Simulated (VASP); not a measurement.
```xyz
6
Lattice="4.2634 0.0000 0.0000 0.0000 4.2634 0.0000 0.0000 0.0000 4.2634" Properties=species:S:1:pos:R:3 pbc="T T T"
Cu     3.1976     1.0659     3.1976
Cu     1.0659     3.1976     3.1976
Cu     3.1976     3.1976     1.0659
Cu     1.0659     1.0659     1.0659
O      4.2634     4.2634     4.2634
O      2.1317     2.1317     2.1317
```

The numbers are results of PBE GGA with D3 dispersion (Becke-Johnson damping), VASP's PBE PAW potentials (set 64) (plane waves; VASP), not measurements. Run with 520 eV cut-off, 5×5×5 Γ-centred mesh, Gaussian smearing of 0.050 eV, potentials Cu O.

### Question
Give the energy at these volumes per atom, relative to the lowest: 12.11, 12.50, 12.88, 13.27, 13.65 Å³.

### Answer
21.5, 5.5, 0.0, 3.4, 14.3 meV/atom. A third-order Birch-Murnaghan fit gives B0 = 121 GPa and B0′ = 4.8.

Measured: a 4.276 Å at 15 K (computed value off by -0.3 %), as given by Leila H. N. Rimmer et al., Physical Review B (2014), arXiv:1402.1026. The calculation is for a static lattice, while the measured a holds thermal and zero-point effects, which are part of the difference.

The compound is Cu2O in the cuprite structure. It was relaxed first.
